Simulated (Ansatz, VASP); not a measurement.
# NaB3 in two plane-wave programs

Aim: how closely do two programs agree when they are given the same cell, functional and k mesh? The cell is generated by rule, not measured, and may not be a known phase.

Calculated with Ansatz 0.2.0; plane waves, with VASP 6.6.1 beside it; band structure at r2SCAN0.

In doubt: the hybrid run may have settled on a false gap or state, so the values of those runs are not to be relied on.

### Step 1. Set-up

The structure is hexagonal, space group P-6m2 (No. 187). Conventional cell: a = 3.427 Å, b = 3.427 Å, c = 4.961 Å, α = 90.00°, β = 90.00°, γ = 120.00°. Na has 6 B at 2.67 Å nearest. Nearest to B lie 4 B at 1.71 to 1.72 Å and 2 Na at 2.67 Å. Farther neighbours are not listed.

Coordinates:

```xyz
4
Lattice="3.4270 0.0000 0.0000 -1.7135 2.9679 0.0000 0.0000 0.0000 4.9615" Properties=species:S:1:pos:R:3 pbc="T T T"
Na    0.0000    0.0000    2.4807
B     2.5686    0.4956    0.0000
B     1.7135    1.9767    0.0000
B     0.8584    0.4956    0.0000
```

### Step 2. VASP: band structure, r2SCAN0

A single point gives forces, pressure and levels at one fixed geometry, so differences don't come from the geometry; what else differs is listed under the comparison.

Lines of VASP's logs that name or quote its potential files are left out, and so is its time.

The run reads the wave functions of an earlier VASP run, which isn't shown here.

Input file INCAR:

```
SYSTEM = NaB3
PREC = Accurate
ENCUT = 420
EDIFF = 1E-06
NELM = 100
ISMEAR = 0
SIGMA = 0.05
LREAL = .FALSE.
ALGO = Normal
LHFCALC = .TRUE.
AEXX = 0.25
METAGGA = R2SCAN
LASPH = .TRUE.
NBANDS = 16
ISPIN = 2
MAGMOM = 0.5 0 0 0
PRECFOCK = Fast
HFRCUT = -1
LORBIT = 11
LWAVE = .FALSE.
LCHARG = .FALSE.
KPAR = 2
```

Input file POSCAR:

```
NaB3
1.0
    3.4270343935      0.0000000000      0.0000000000
   -1.7135171967      2.9678988500      0.0000000000
    0.0000000000      0.0000000000      4.9614819805
Na B
1 3
Direct
    0.0000000000      0.0000000000      0.5000000000
    0.8330165201      0.1669834799      0.0000000000
    0.8330165201      0.6660330403      0.0000000000
    0.3339669597      0.1669834799      0.0000000000
```

Input file KPOINTS:

```
Automatic mesh
0
Gamma
5 5 3
0 0 0
```

Input file KPOINTS_OPT:

```
Line mode
6
Line-mode
Reciprocal
  0.00000000   0.00000000   0.00000000 GAMMA
  0.50000000   0.00000000   0.00000000 M

  0.50000000   0.00000000   0.00000000 M
  0.33333333   0.33333333   0.00000000 K

  0.33333333   0.33333333   0.00000000 K
  0.00000000   0.00000000   0.00000000 GAMMA

  0.00000000   0.00000000   0.00000000 GAMMA
  0.00000000   0.00000000   0.50000000 A

  0.00000000   0.00000000   0.50000000 A
  0.50000000   0.00000000   0.50000000 L

  0.50000000   0.00000000   0.50000000 L
  0.33333333   0.33333333   0.50000000 H

  0.33333333   0.33333333   0.50000000 H
  0.00000000   0.00000000   0.50000000 A

  0.50000000   0.00000000   0.50000000 L
  0.50000000   0.00000000   0.00000000 M

  0.33333333   0.33333333   0.00000000 K
  0.33333333   0.33333333   0.50000000 H
```

Potentials, in the order of the species: Na_pv and B (PBE family, release 64).

On the command line:

```
mpirun -np 2 vasp_std
```

Numbers of over 12 decimals in the logs are rounded to 6 here.

The program printed:

```text
[banner, memory and clock lines left out]
running    2 mpi-ranks, on    1 nodes
 distrk:  each k-point on    1 cores,    2 groups
 distr:  one band on    1 cores,    1 groups

 POSCAR found type information on POSCAR NaB
 POSCAR found :  2 types and       4 ions
|                                                                             |
|               ----> ADVICE to this user running VASP <----                  |
|                                                                             |
|     You enforced a specific xc type in the INCAR file but a different       |
|     [... a line on the potential file left out ...]
|     I HOPE YOU KNOW WHAT YOU ARE DOING!                                     |
|                                                                             |

 LDA part: xc-table for (None), standard interpolation
 found WAVECAR, reading the header
 POSCAR, INCAR and KPOINTS ok, starting setup
 FFT: planning ... GRIDC
 FFT: planning ... GRID_SOFT
 FFT: planning ... GRID
 HFRCUT set to (new)   9.667567
 reading WAVECAR
 the WAVECAR file was read successfully
 initial charge from wavefunction
 entering main loop
       N       E                     dE             d eps       ncg     rms          rms(c)
DAV:   1    -0.256962355598E+02   -0.25696E+02   -0.80721E-01   656   0.844E+00    0.774E-01
DAV:   2    -0.257035590463E+02   -0.73235E-02   -0.24878E-02   800   0.175E+00    0.481E-01
DAV:   3    -0.257045444991E+02   -0.98545E-03   -0.22929E-03   848   0.667E-01    0.273E-01
DAV:   4    -0.257040689908E+02    0.47551E-03   -0.51224E-04   784   0.277E-01    0.155E-01
DAV:   5    -0.257038716523E+02    0.19734E-03   -0.93703E-05   800   0.105E-01    0.901E-02
DAV:   6    -0.257037707294E+02    0.10092E-03   -0.21463E-05   720   0.441E-02    0.529E-02
DAV:   7    -0.257037171099E+02    0.53619E-04   -0.73858E-06   752   0.238E-02    0.312E-02
DAV:   8    -0.257036880088E+02    0.29101E-04   -0.30349E-06   792   0.146E-02    0.185E-02
DAV:   9    -0.257036718238E+02    0.16185E-04   -0.12711E-06   752   0.936E-03    0.111E-02
DAV:  10    -0.257036626564E+02    0.91674E-05   -0.48678E-07   576   0.606E-03    0.669E-03
DAV:  11    -0.257036575334E+02    0.51230E-05   -0.29939E-07   408   0.453E-03    0.404E-03
DAV:  12    -0.257036546185E+02    0.29149E-05   -0.10693E-07   368   0.279E-03    0.247E-03
DAV:  13    -0.257036529157E+02    0.17028E-05   -0.46036E-08   368   0.178E-03    0.153E-03
DAV:  14    -0.257036519493E+02    0.96641E-06   -0.20628E-08   368   0.128E-03
   1 F= -.25703652E+02 E0= -.25703652E+02  d E =-.218262E-22  mag=    -0.0000
 Start KPOINTS_OPT (optional k-point list driver)
k-point batch [1-10\54]
       N       E                     dE             ncg
DAV:   1    -0.874934621119E+03   -0.43136E+04      640
DAV:   2    -0.188125234265E+04   -0.10063E+04      712
DAV:   3    -0.193438941050E+04   -0.53137E+02      816
DAV:   4    -0.193530073300E+04   -0.91132E+00      840
DAV:   5    -0.193531303670E+04   -0.12304E-01      944
DAV:   6    -0.193531329908E+04   -0.26238E-03      920
DAV:   7    -0.193531330672E+04   -0.76339E-05      912
DAV:   8    -0.193531330694E+04   -0.22584E-06      712
[...]
k-point batch [51-54\54]
       N       E                     dE             ncg
DAV:   1     0.291500741397E+04   -0.27707E+04      256
DAV:   2     0.254248330750E+04   -0.37252E+03      296
DAV:   3     0.252288957224E+04   -0.19594E+02      320
DAV:   4     0.252257697220E+04   -0.31260E+00      352
DAV:   5     0.252257217889E+04   -0.47933E-02      384
DAV:   6     0.252257207416E+04   -0.10473E-03      352
DAV:   7     0.252257207108E+04   -0.30813E-05      336
DAV:   8     0.252257207099E+04   -0.92809E-07      280
```

Parts of OUTCAR (step 2):

```text
ion  position               nearest neighbor table
   1  0.000  0.000  0.500-
   2  0.833  0.167  0.000-   4 1.71   3 1.71   4 1.72   3 1.72
   3  0.833  0.666  0.000-   2 1.71   4 1.71   2 1.72   4 1.72
   4  0.334  0.167  0.000-   2 1.71   3 1.71   2 1.72   3 1.72

  LATTYP: Found a hexagonal cell.
 ALAT       =     3.4270343935
 C/A-ratio  =     1.4477479391

 Subroutine GETGRP returns: Found 12 space group operations
 (whereof 12 operations were pure point group operations)

The static configuration has the point symmetry D_3h.

 Found     10 irreducible k-points:

   k-points           NKPTS =     10   k-points in BZ     NKDIM =     75   number of bands    NBANDS=     16

   dimension x,y,z NGX =    24 NGY =   24 NGZ =   36
   dimension x,y,z NGXF=    48 NGYF=   48 NGZF=   72

   ENCUT  =  420.0 eV  30.87 Ry    5.56 a.u.   5.73  5.73  8.29*2*pi/ulx,y,z

   NELECT =      16.0000    total number of electrons

 k-points in reciprocal lattice and weights: Automatic mesh
   0.00000000  0.00000000  0.00000000       0.013
   0.20000000  0.00000000  0.00000000       0.080
   0.40000000  0.00000000  0.00000000       0.080
   0.20000000  0.20000000  0.00000000       0.080
   0.40000000  0.20000000  0.00000000       0.080
   0.00000000  0.00000000  0.33333333       0.027
   0.20000000  0.00000000  0.33333333       0.160
   0.40000000  0.00000000  0.33333333       0.160
   0.20000000  0.20000000  0.33333333       0.160
   0.40000000  0.20000000  0.33333333       0.160

  exchange ACFDT corr.  =         0.00000000  see jH, gK, PRB 81, 115126

 average (electrostatic) potential at core
       1 -44.2789       2 -26.6281       3 -26.6281       4 -26.6281

 E-fermi :   3.1487

 spin component 1
 k-point     1 :       0.0000    0.0000    0.0000
  band No.  band energies     occupation
    ...
      4     -12.2655      1.00000
      5      -4.7736      1.00000
      6      -3.1207      1.00000
      7       1.3261      1.00000
      8       1.3261      1.00000
      9       3.5551      0.00000
     10       8.4904      0.00000
     11       8.4904      0.00000
     12      12.1522      0.00000
     13      12.1522      0.00000
    ...

 k-point     2 :       0.2000    0.0000    0.0000
  band No.  band energies     occupation
    ...
      4     -11.7561      1.00000
      5      -5.5060      1.00000
      6      -2.4302      1.00000
      7      -0.4205      1.00000
      8       1.0643      1.00000
      9       4.2559      0.00000
     10       8.9258      0.00000
     11       9.5911      0.00000
     12      10.1714      0.00000
     13      11.4205      0.00000
    ...

 k-point     3 :       0.4000    0.0000    0.0000
  band No.  band energies     occupation
    ...
      4     -10.2399      1.00000
      5      -7.5606      1.00000
      6      -1.9015      1.00000
      7      -0.4449      1.00000
      8       0.7119      1.00000
      9       4.5940      0.00000
     10       6.1917      0.00000
     11       9.4297      0.00000
     12      10.5436      0.00000
     13      11.8600      0.00000
    ...

 k-point     4 :       0.2000    0.2000    0.0000
  band No.  band energies     occupation
    ...
      4     -10.7182      1.00000
      5      -6.6972      1.00000
      6      -2.8473      1.00000
      7      -1.0580      1.00000
      8       2.4079      1.00000
      9       5.5527      0.00000
     10       6.1104      0.00000
     11       9.2311      0.00000
     12       9.2319      0.00000
     13      11.0973      0.00000
    ...

 k-point     5 :       0.4000    0.2000    0.0000
  band No.  band energies     occupation
    ...
      4      -9.2573      1.00000
      5      -8.2415      1.00000
      6      -4.1037      1.00000
      7       0.9524      1.00000
      8       2.8093      1.00000
      9       4.1144      0.00000
     10       7.4253      0.00000
     11       8.1395      0.00000
     12       8.3856      0.00000
     13       9.6298      0.00000
    ...

 k-point     6 :       0.0000    0.0000    0.3333
  band No.  band energies     occupation
    ...
      4     -12.1635      1.00000
      5      -4.7576      1.00000
      6      -3.9017      1.00000
      7       1.3365      1.00000
      8       1.3365      1.00000
      9       5.6510      0.00000
     10       8.5232      0.00000
     11       8.5232      0.00000
     12      11.6464      0.00000
     13      12.0129      0.00000
    ...

  energy-cutoff  :      420.00
  volume of cell :       50.46
      direct lattice vectors                 reciprocal lattice vectors
     3.427034394  0.000000000  0.000000000     0.291797480  0.168469353  0.000000000
    -1.713517197  2.967898850  0.000000000     0.000000000  0.336938707  0.000000000
     0.000000000  0.000000000  4.961481981     0.000000000  0.000000000  0.201552682

 POSITION                                       TOTAL-FORCE (eV/Angst)
 -----------------------------------------------------------------------------------
      0.00000      0.00000      2.48074        -0.000000     -0.000000      0.000000
      2.56865      0.49559      0.00000         0.036527     -0.021089      0.000000
      1.71352      1.97672      0.00000         0.000000      0.042178     -0.000000
      0.85839      0.49559      0.00000        -0.036527     -0.021089     -0.000000
 -----------------------------------------------------------------------------------
    total drift:                               -0.000000      0.000000     -0.000000

  FREE ENERGIE OF THE ION-ELECTRON SYSTEM (eV)
  ---------------------------------------------------
  free  energy   TOTEN  =       -25.7036519493 eV

  energy  without entropy=      -25.7036519493  energy(sigma->0) =      -25.70365195

 total charge
# of ion       s       p       d       tot
------------------------------------------
    1        0.064   5.998   0.000   6.062
    2        0.705   1.250   0.000   1.956
    3        0.705   1.250   0.000   1.956
    4        0.705   1.250   0.000   1.956
--------------------------------------------------
tot          2.180   9.748   0.000  11.929

 magnetization (x)
# of ion       s       p       d       tot
------------------------------------------
    1        0.000  -0.000   0.000   0.000
    2        0.000  -0.000   0.000  -0.000
    3        0.000  -0.000   0.000  -0.000
    4        0.000  -0.000   0.000  -0.000
--------------------------------------------------
tot          0.000  -0.000   0.000  -0.000

[... 1 further part left out ...]
```

[end of part 1 of 2]

[Lines on the potential files, build, host, timing and source positions are cut from VASP's logs without a mark.]

[Logs are printed without paths, hosts, clocks, repeated set-up lines and the standing remarks that a program may print on its own settings, such as how far it seeks lower states.]

[Hosts, paths, dates, database ids (printed as entryN), source tags and the programs' standing remarks are cut or masked in the printed files.]
